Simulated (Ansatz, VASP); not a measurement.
## Cross-check of Cs15Na13Li21Cl49 between VASP and Ansatz

Aim: how closely do two programs agree when they are given the same cell, functional and k mesh? Of the first pair: The structure shown is frame 20 of Ansatz's trajectory.

Program: Ansatz 0.2.0. Level of theory: plane waves, with VASP 6.6.1 beside it; single point at PBEsol. Results are calculated unless marked as measured.

## 1. Starting point

The cell holds 98 atoms: 15 Cs, 21 Li, 13 Na and 49 Cl. Its edges and angles: a = 15.265 Å, b = 15.265 Å, c = 15.265 Å, α = 90.0°, β = 90.0°, γ = 90.0°.

## 2. Ansatz: dynamics, PBEsol

Ansatz runs on its default PAW (the set named soft_2) files.

One frame of this run of dynamics is then solved in both programs, so the motion causes no difference.

Input file input.yaml:

```yaml
crystal:
  lattice:
    - [15.2653, 0.0, 0.0]
    - [0.0, 15.2653, 0.0]
    - [0.0, 0.0, 15.2653]
  atoms:
    - { symbol: Cs, position: [0.70122, 0.40354, 0.92467] }
    - { symbol: Cs, position: [0.33844, 0.49406, 0.37712] }
    - { symbol: Cs, position: [0.56836, 0.63196, 0.53415] }
    - { symbol: Cs, position: [0.44002, 0.17007, 0.07065] }
    - { symbol: Cs, position: [0.13114, 0.97044, 0.44402] }
    - { symbol: Cs, position: [0.54202, 0.5822, 0.83017] }
    - { symbol: Cs, position: [0.27207, 0.22987, 0.31169] }
    - { symbol: Cs, position: [0.14419, 0.53316, 0.8428] }
    - { symbol: Cs, position: [0.67086, 0.0146, 0.27853] }
    - { symbol: Cs, position: [0.62449, 0.31457, 0.34544] }
    - { symbol: Cs, position: [0.48214, 0.8493, 0.06842] }
    - { symbol: Cs, position: [0.0997, 0.80722, 0.67832] }
    - { symbol: Cs, position: [0.79396, 0.12802, 0.1069] }
    - { symbol: Cs, position: [0.07859, 0.20998, 0.68798] }
    - { symbol: Cs, position: [0.33657, 0.45974, 0.02645] }
    - { symbol: Li, position: [0.90039, 0.95884, 0.86564] }
    - { symbol: Li, position: [0.04261, 0.08923, 0.23518] }
    - { symbol: Li, position: [0.32624, 0.18571, 0.58559] }
    - { symbol: Li, position: [0.83083, 0.64935, 0.78102] }
    - { symbol: Li, position: [0.30623, 0.08594, 0.78569] }
    - { symbol: Li, position: [0.09006, 0.64552, 0.39194] }
    - { symbol: Li, position: [0.81212, 0.56269, 0.07119] }
    - { symbol: Li, position: [0.13898, 0.07543, 0.00128] }
    - { symbol: Li, position: [0.54086, 0.11488, 0.51193] }
    - { symbol: Li, position: [0.38392, 0.99054, 0.27012] }
    - { symbol: Li, position: [0.89597, 0.88736, 0.16181] }
    - { symbol: Li, position: [0.36521, 0.77983, 0.75536] }
    - { symbol: Li, position: [0.66814, 0.93205, 0.81868] }
    - { symbol: Li, position: [0.81392, 0.03336, 0.60818] }
    - { symbol: Li, position: [0.17475, 0.90471, 0.16687] }
[... 62 atom lines left out ...]
    - { symbol: Cl, position: [0.91451, 0.86094, 0.996] }
    - { symbol: Cl, position: [0.21168, 0.29954, 0.53728] }
    - { symbol: Cl, position: [0.74024, 0.76188, 0.84097] }
    - { symbol: Cl, position: [0.0601, 0.22698, 0.28232] }
    - { symbol: Cl, position: [0.78264, 0.90035, 0.48309] }
    - { symbol: Cl, position: [0.96542, 0.06408, 0.54381] }
kpoints:
  mp_grid: { grid: [1, 1, 1] }
hamiltonian:
  xc: pbesol
scf:
  occupations: { method: fixed }
output:
  forces: true
md:
  timestep: 1.0
  n_steps: 59
  ensemble: nvt_nose_hoover
  temperature: 600
  initial_velocities: maxwell_boltzmann
  seed: 8478
```

Run with:

```
$ ansatz run input.yaml --threads 4 --pin off --max-ram 8192MiB --backend cpu --events-out ev --progress --plain --runs-dir out
```

Numbers of over 12 decimals in the logs are rounded to 6 here.

Log:

```text
Warning: md: disabling space-group detection — thermal motion breaks the input geometry's symmetry, so no spatial operation reduces the k-mesh or symmetrises the density; time reversal is kept, so that k and −k are solved as one point where they differ and the mesh holds both, and exact exchange and, on two spinor components, a DFT+U term hold to it where the run has them: on two components no moment then forms, and  [...]
Engine: ansatz 0.2.0, aarch64-unknown-linux-gnu
Pseudopotentials: kind: paw
Pseudopotential: Cs, paw, valence charge 9, recommended cutoff 420 eV (normal), Cs.paw.azcp
Pseudopotential: Li, paw, valence charge 3, recommended cutoff 420 eV (normal), Li.paw.azcp
Pseudopotential: Na, paw, valence charge 9, recommended cutoff 420 eV (normal), Na.paw.azcp
Pseudopotential: Cl, paw, valence charge 7, recommended cutoff 420 eV (normal), Cl.paw.azcp
Functional definition: PBEsol
  exchange = pbesol_x
  correlation = pbesol_c
Crystal: 98 atoms, lattice volume = 3557.263 Å³
Basis set: ecut = 420 eV, 69599 PW (Γ), exchange–correlation on 216×216×216 points (8 copies of the dense FFT grid, shifted against one another)
Bands: 427, of which v1, the nominal top of the filled ones, is band 329 counted from 1 (328 counted from 0)
Symmetry: 1 space group operations
k-points: 1
Non-local potential: Cs, projectors of the file, l = 0: 3, l = 1: 2, l = 2: 2, l = 3: 2
Non-local potential: Li, projectors of the file, l = 0: 3, l = 1: 2, l = 2: 1
Non-local potential: Na, projectors of the file, l = 0: 3, l = 1: 2, l = 2: 1
Non-local potential: Cl, projectors of the file, l = 0: 2, l = 1: 2, l = 2: 2
PAW form: soft (Blöchl's): semilocal exchange-correlation on the pseudo side does not see the compensation charge
PAW frozen core: Cs, regenerated for the run's functional, and the local potential with it (the file was generated under x = pbe(κ = 0.804, μ = 0.219515), c = pbe(β = 0.066725))
PAW frozen core: Na, regenerated for the run's functional, and the local potential with it (the file was generated under x = pbe(κ = 0.804, μ = 0.219515), c = pbe(β = 0.066725))
PAW frozen core: Cl, regenerated for the run's functional, and the local potential with it (the file was generated under x = pbe(κ = 0.804, μ = 0.219515), c = pbe(β = 0.066725))
PAW one-centre angular grid: Cs, 194 points (default); XC on 64 Gauss nodes
PAW one-centre angular grid: Li, 110 points (default); XC on 64 Gauss nodes
PAW one-centre angular grid: Na, 110 points (default); XC on 64 Gauss nodes
PAW one-centre angular grid: Cl, 110 points (default); XC on 64 Gauss nodes
Initial density: superposition of atomic densities (neutral atoms: chi_scale 0, normalization atom), corrected by the library's trained network
Initial wavefunctions: pseudopotential atomic-orbital guess
Functional: x = pbesol(κ = 0.804, μ = 0.123457), c = pbesol(β = 0.046)
SCF iter   1: F=—  HF=-159375.348315 eV  |F-HF|=—  |Δ(HF+E_count)|=         —  Δρ=2.39e-3  dr2=3.32e-1  ethr=1.77e-3  ⟨swp⟩=6.0  Hψ=1210  notcnv=0  defer=95
preconditioner: auto → Resta (q_TF=auto, 2.059 Å⁻¹)  ε∞=2.6  [insulator: Δε(μ)=2.715 eV  Ē_g=10.978 eV  n_scr=514 (ndim 8)  ℏωp=13.7 eV  f_vac=0.232  ε∞_Penn≈2.6]
SCF iter   2: F=—  HF=-159375.261808 eV  |F-HF|=—  |Δ(HF+E_count)|=   8.65e-2  Δρ=8.24e-4  dr2=4.21e-2  ethr=5.05e-5  ⟨swp⟩=3.0  Hψ=683  notcnv=0  defer=96
SCF iter   3: F=—  HF=-159375.258836 eV  |F-HF|=—  |Δ(HF+E_count)|=   2.97e-3  Δρ=2.80e-4  dr2=5.61e-3  ethr=6.40e-6  ⟨swp⟩=3.0  Hψ=655  notcnv=0  defer=96
SCF iter   4: F=—  HF=-159375.260651 eV  |F-HF|=—  |Δ(HF+E_count)|=   1.81e-3  Δρ=7.05e-5  dr2=4.21e-4  ethr=8.53e-7  ⟨swp⟩=3.0  Hψ=505  notcnv=0  defer=96
SCF iter   5: F=—  HF=-159375.260950 eV  |F-HF|=—  |Δ(HF+E_count)|=   2.99e-4  Δρ=2.58e-5  dr2=4.15e-5  ethr=6.40e-8  ⟨swp⟩=2.0  Hψ=666  notcnv=0  defer=96
SCF iter   6: F=—  HF=-159375.263650 eV  |F-HF|=—  |Δ(HF+E_count)|=   2.70e-3  Δρ=7.02e-6  dr2=3.64e-6  ethr=6.31e-9  ⟨swp⟩=2.0  Hψ=756  notcnv=0  defer=96
SCF iter   7: F=—  HF=-159375.263656 eV  |F-HF|=—  |Δ(HF+E_count)|=   5.95e-6  Δρ=2.32e-6  dr2=3.43e-7  ethr=5.53e-10  ⟨swp⟩=2.0  Hψ=653  notcnv=0  defer=96
SCF iter   8: F=-159375.263656 eV  HF=-159375.263656 eV  |F-HF|=3.50e-8  |Δ(HF+E_count)|=   5.54e-7  Δρ=8.72e-7  dr2=4.53e-8  ethr=1.49e-11  ⟨swp⟩=4.0  Hψ=1330  notcnv=0
SCF 1 converged in 8 iterations: F = -159375.263656 eV  dr2 = 4.53e-8
  greatest PAW one-centre occupation: 1.000 electrons in one spin orbital (limit 2), on the Li atom at site 33 (counted from 0), in its partial waves of l = 0
[...]
md step    50: t =    50.00 fs  T =   703.9 K  F+E_penalty+E_count = -159376.59883675 eV  E_kin = 8.825603 eV  conserved = -159367.74109792 eV  (6 SCF iters)
md step    51: t =    51.00 fs  T =   706.7 K  F+E_penalty+E_count = -159376.63799726 eV  E_kin = 8.860435 eV  conserved = -159367.74108187 eV  (3 SCF iters)
md step    52: t =    52.00 fs  T =   709.2 K  F+E_penalty+E_count = -159376.67447312 eV  E_kin = 8.892238 eV  conserved = -159367.74105474 eV  (3 SCF iters)
md step    53: t =    53.00 fs  T =   711.5 K  F+E_penalty+E_count = -159376.70869416 eV  E_kin = 8.921431 eV  conserved = -159367.74101489 eV  (2 SCF iters)
md step    54: t =    54.00 fs  T =   713.7 K  F+E_penalty+E_count = -159376.74122546 eV  E_kin = 8.948562 eV  conserved = -159367.74096868 eV  (3 SCF iters)
md step    55: t =    55.00 fs  T =   715.8 K  F+E_penalty+E_count = -159376.77273827 eV  E_kin = 8.974286 eV  conserved = -159367.74092379 eV  (2 SCF iters)
md step    56: t =    56.00 fs  T =   717.8 K  F+E_penalty+E_count = -159376.80396719 eV  E_kin = 8.999327 eV  conserved = -159367.74087944 eV  (3 SCF iters)
md step    57: t =    57.00 fs  T =   719.8 K  F+E_penalty+E_count = -159376.83565490 eV  E_kin = 9.024417 eV  conserved = -159367.74083566 eV  (2 SCF iters)
md step    58: t =    58.00 fs  T =   721.8 K  F+E_penalty+E_count = -159376.86849111 eV  E_kin = 9.050227 eV  conserved = -159367.74079852 eV  (3 SCF iters)
[...]
md step    59: t =    59.00 fs  T =   724.0 K  F+E_penalty+E_count = -159376.90305045 eV  E_kin = 9.077314 eV  conserved = -159367.74077507 eV  (6 SCF iters)
SCF converged after 6 iterations
Free energy (F): -159376.903050 eV
Harris-Foulkes:  -159376.903050 eV  (|F-HF|=7.00e-8)
Internal energy: -159376.903050 eV  (E = F + TS)
E sigma→0 (E₀):  -159376.903050 eV
Fermi energy:    0.009793 eV
--- Per-component energies (eV) ---
  E_band       = -7801.395983
  E_kinetic    = 12049.224299
  E_local      = -47394.110963  (includes V_loc(G=0)·N_el)
  E_nonlocal   = 2693.822735
  E_hartree    = 17290.849178
  E_xc         = -8512.687937
  E_vxc        = -8781.525957  (∫ρ·V_xc dr)
  E_paw        = -109910.379916  (= ΣΔE_a)
  E_vpaw       = -950.511317  (= ΣTr[D̂ρ^β])
  E_aug_tail   = 0.004477  (compensation charges beyond the density's cutoff)
  E_ewald      = -25600.341517
  E_core_change = 6.716593  (= ΣΔE_core)
  E_smearing   = -0.000000  (= −TS)
  E_closure    = -0.000000  (closes the sum)
  Σ components = -159376.903050   (vs F -159376.903050, Δ=0.00e0)
--- Forces (eV/Å), atoms counted from 1 ---
  atom   1  Cs     0.18098069    -0.09245172     0.08345408
  atom   2  Cs    -0.16109046     0.17347746    -0.28251535
  atom   3  Cs     0.36991869     0.01964984     0.40132147
  atom   4  Cs    -0.38655685     0.13863874    -0.13742061
  atom   5  Cs     0.01649871    -0.10230175     0.08423589
  atom   6  Cs     0.34284676    -0.03406408     0.31114272
  atom   7  Cs    -0.00415936     0.10709413     0.08604915
  atom   8  Cs    -0.32103680    -0.02191821     0.20359534
  atom   9  Cs     0.24648209    -0.09468829     0.86866011
  atom  10  Cs     0.14423001     0.35575676    -0.18367411
  atom  11  Cs     0.26426437    -0.32985425    -0.65905389
  atom  12  Cs     0.37489335     0.38467979     0.04334262
  atom  13  Cs     0.10777532    -0.06378087     0.28698268
  atom  14  Cs    -0.10419491    -0.14475356    -0.11843463
  atom  15  Cs    -0.25391117     0.26316661    -0.25777620
  atom  16  Li    -0.21381651    -0.34720997    -0.22984087
  atom  17  Li    -0.35470215     0.11672255     0.06865912
  atom  18  Li     0.11917811    -0.12623496     0.04002654
  atom  19  Li    -0.44388543    -0.29151868     0.78972617
  atom  20  Li     0.27926391    -0.41993051     0.00020690
  atom  21  Li     0.31969023     0.36000496    -0.02442551
  atom  22  Li    -0.81340189     0.60031969    -0.44848853
  atom  23  Li     0.41884450     0.30082212     0.31597991
  atom  24  Li     0.03193396    -0.19612147     0.33111742
[...]
atom  91  Cl     0.09635318     0.06146166    -0.09147999
  atom  92  Cl    -0.16130230    -0.08947490    -0.91821207
  atom  93  Cl     0.12195820     0.60094757     0.14833457
  atom  94  Cl    -0.15696514     0.40840664    -0.40116206
  atom  95  Cl     0.07440205    -0.22165685    -0.04569860
  atom  96  Cl    -0.53904535    -0.20926566     0.38293036
  atom  97  Cl     0.34407830    -0.21876447     0.14394117
  atom  98  Cl     0.01412896    -0.28465753     0.24054243
  max |Σ_I F_I| component: 7.85e-5 eV/Å
--- MD trajectory: 59 steps, t = 0.0 → 59.0 fs ---
  final state: T = 724.0 K   F+E_penalty+E_count = -159376.90305045 eV   E_kin = 9.077314 eV
  conserved energy: peak-to-peak 5.183e-4 eV (5.289e-6 eV/atom) over 59.0 fs
```

Reading the cycles: dr2 is the Hartree energy of the density residual (eV), the measure of convergence; HF is the Harris–Foulkes estimate of the energy, which meets the free energy F at convergence.

## 3. VASP: single point, PBEsol, pair 1

The same cell, functional and mesh now go to VASP, with its own data sets.

Lines of VASP's logs that name or quote its potential files are left out, and so is its time.

Input file INCAR:

```
SYSTEM = Cs15Na13Li21Cl49
PREC = Accurate
ENCUT = 650
EDIFF = 1E-06
NELM = 120
ISMEAR = 0
SIGMA = 0.01
LREAL = Auto
ALGO = Normal
GGA = PS
NBANDS = 384
LORBIT = 11
LWAVE = .FALSE.
LCHARG = .FALSE.
ISIF = 2
LASPH = .TRUE.
GGA_COMPAT = .FALSE.
EFERMI = MIDGAP
NCORE = 2
```

Input file POSCAR:

```
Cs15Na13Li21Cl49
1.0
   15.2653000000      0.0000000000      0.0000000000
    0.0000000000     15.2653000000      0.0000000000
    0.0000000000      0.0000000000     15.2653000000
Cs Li Na Cl
15 21 13 49
Direct
    0.7032092393      0.4034116591      0.9217899419
    0.3379560179      0.4922340209      0.3761865145
    0.5692714850      0.6306656273      0.5323314969
    0.4395262458      0.1699213248      0.0741616608
    0.1325162296      0.9683596130      0.4421269153
    0.5421249501      0.5811742973      0.8302293437
    0.2724807243      0.2298939425      0.3105408999
    0.1449824111      0.5318336358      0.8398983315
    0.6674090912      0.0141431875      0.2815666905
    0.6208459709      0.3137245911      0.3415196557
    0.4811697117      0.8522072937      0.0705783706
    0.0976462958      0.8078059390      0.6800848984
    0.7955821373      0.1264370828      0.1086385462
    0.0758910732      0.2092327042      0.6857251413
    0.3394037458      0.4566697019      0.0259542885
    0.8880467465      0.9723490531      0.8727178634
    0.0480501530      0.0821405410      0.2253280315
    0.3232560120      0.1859511441      0.5848427479
    0.8372518064      0.6370919667      0.8016088777
    0.2943931662      0.1119794567      0.7817140836
    0.0941219629      0.6344257892      0.3820036291
    0.8202131632      0.5741256313      0.0689865250
    0.1418904312      0.0772732930      0.9888439795
    0.5464026256      0.1106561941      0.4925943152
    0.3978827799      0.9910384991      0.2687009099
    0.8985607882      0.8811159951      0.1710349616
    0.3707362449      0.7623499047      0.7792051253
    0.6765867687      0.9195757699      0.8211237250
    0.8057948419      0.0176544188      0.6040890123
    0.1736159787      0.9234014399      0.1643400392
[... 62 atom lines left out ...]
    0.9201456899      0.8519256091      0.9911957184
    0.2154625196      0.2896831376      0.5397732111
    0.7406077837      0.7681473669      0.8412740005
    0.0654228872      0.2252232187      0.2815535889
    0.7791920237      0.9030873943      0.4767741217
    0.9644553333      0.0651608550      0.5449221437
```

Input file KPOINTS:

```
Automatic mesh
0
Gamma
1 1 1
0 0 0
```

The projector-augmented-wave data sets are Cs_sv, Li_sv, Na_pv and Cl (PBE family, release 64).

Run with:

```
$ mpirun -np 8 vasp_gam
```

Log:

```text
[banner, memory and clock lines left out]
running    8 mpi-ranks, on    1 nodes
[...]
|                                                                             |
|               ----> ADVICE to this user running VASP <----                  |
|                                                                             |
|     You enforced a specific xc type in the INCAR file but a different       |
|     [... a line on the potential file left out ...]
|     I HOPE YOU KNOW WHAT YOU ARE DOING!                                     |
|                                                                             |

 LDA part: xc-table for (Slater+PW92), standard interpolation
 POSCAR, INCAR and KPOINTS ok, starting setup
[...]
entering main loop
       N       E                     dE             d eps       ncg     rms          rms(c)
DAV:   1     0.811985520167E+04    0.81199E+04   -0.32412E+05   808   0.183E+03
DAV:   2     0.105638272710E+04   -0.70635E+04   -0.67897E+04   968   0.397E+02
DAV:   3    -0.236431819253E+03   -0.12928E+04   -0.12826E+04   984   0.175E+02
DAV:   4    -0.335519026487E+03   -0.99087E+02   -0.98730E+02  1008   0.552E+01
[...]
DAV:  20    -0.330793524785E+03   -0.25223E-05   -0.51550E-06   784   0.397E-03    0.607E-03
DAV:  21    -0.330793525899E+03   -0.11139E-05   -0.32524E-06   696   0.395E-03    0.422E-03
DAV:  22    -0.330793526401E+03   -0.50242E-06   -0.18008E-06   608   0.248E-03
   1 F= -.33079353E+03 E0= -.33079353E+03  d E =0.000000E+00
```

OUTCAR, selected parts (step 3):

```text
  FREE ENERGIE OF THE ION-ELECTRON SYSTEM (eV)
  ---------------------------------------------------
  free  energy   TOTEN  =      -330.7935264015 eV

  energy  without entropy=     -330.7935264015  energy(sigma->0) =     -330.79352640

[... 1 further part left out ...]
```

The run ends at a pressure of -0.74 GPa, with forces up to 1.4 eV/Å.

## 4. Comparison

Known differences besides the potentials themselves: fixed occupations in Ansatz, narrow Gaussian smearing in VASP; the data sets hold 658 valence electrons in Ansatz (on its default PAW (the set named soft_2) files) and 632 in VASP; the cutoff is 420 eV in Ansatz and 650 eV in VASP (PREC = Accurate, projectors in real space); Ansatz makes its cores anew for this functional, VASP keeps those of its PBE data sets. Total energies have different zeros and are not compared.

Forces on 7 of the 98 atoms, those with the largest forces and the largest differences (eV/Å; atoms numbered as in POSCAR):

```tsv
atom	Ansatz x, y, z	VASP x, y, z
Cs4	-0.427, 0.862, -0.724	-0.435, 0.876, -0.732
Cs9	-0.438, -0.167, 1.297	-0.461, -0.162, 1.324
Cs11	0.421, -0.408, -1.073	0.435, -0.413, -1.100
Li19	-0.019, 0.708, -0.729	-0.021, 0.719, -0.747
Li25	-0.775, -0.487, 0.449	-0.794, -0.491, 0.463
Cl58	1.232, 0.218, -0.238	1.265, 0.227, -0.239
Cl68	0.496, 1.212, -0.267	0.498, 1.223, -0.262
```

The forces differ by 8.0 meV/Å r.m.s., which is 2.3 % of the r.m.s. force of 0.349 eV/Å (both taken over all components).

## 5. Ansatz: dynamics, PBEsol

One frame of this run of dynamics is then solved in both programs, so the motion causes no difference.

The structure compared here is frame 40 of Ansatz's trajectory.

input.yaml is that of step 2.

Run with:

```
$ ansatz run input.yaml --threads 4 --pin off --max-ram 8192MiB --backend cpu --events-out ev --progress --plain --runs-dir out
```

Log:

```text
[...]
Crystal: 98 atoms, lattice volume = 3557.263 Å³
Basis set: ecut = 420 eV, 69599 PW (Γ), exchange–correlation on 216×216×216 points (8 copies of the dense FFT grid, shifted against one another)
Bands: 427, of which v1, the nominal top of the filled ones, is band 329 counted from 1 (328 counted from 0)
Symmetry: 1 space group operations
k-points: 1
[...]
atom   8  Cs    -0.32103680    -0.02191821     0.20359534
[...]
atom  95  Cl     0.07440205    -0.22165685    -0.04569860
  atom  96  Cl    -0.53904535    -0.20926566     0.38293036
  atom  97  Cl     0.34407830    -0.21876447     0.14394117
  atom  98  Cl     0.01412896    -0.28465753     0.24054243
  max |Σ_I F_I| component: 7.85e-5 eV/Å
--- MD trajectory: 59 steps, t = 0.0 → 59.0 fs ---
[...]
conserved energy: peak-to-peak 5.183e-4 eV (5.289e-6 eV/atom) over 59.0 fs
[key lines of the parts left out:]
SCF converged after 6 iterations
Free energy (F): -159376.903050 eV
Fermi energy:    0.009793 eV
```

[end of part 1 of 2]

[Lines on the potential files, build, host, timing and source positions are cut from VASP's logs without a mark.]

[Logs are printed without paths, hosts, clocks, repeated set-up lines and the standing remarks that a program may print on its own settings, such as how far it seeks lower states.]

[Hosts, paths, dates, database ids (printed as entryN), source tags and the programs' standing remarks are cut or masked in the printed files.]
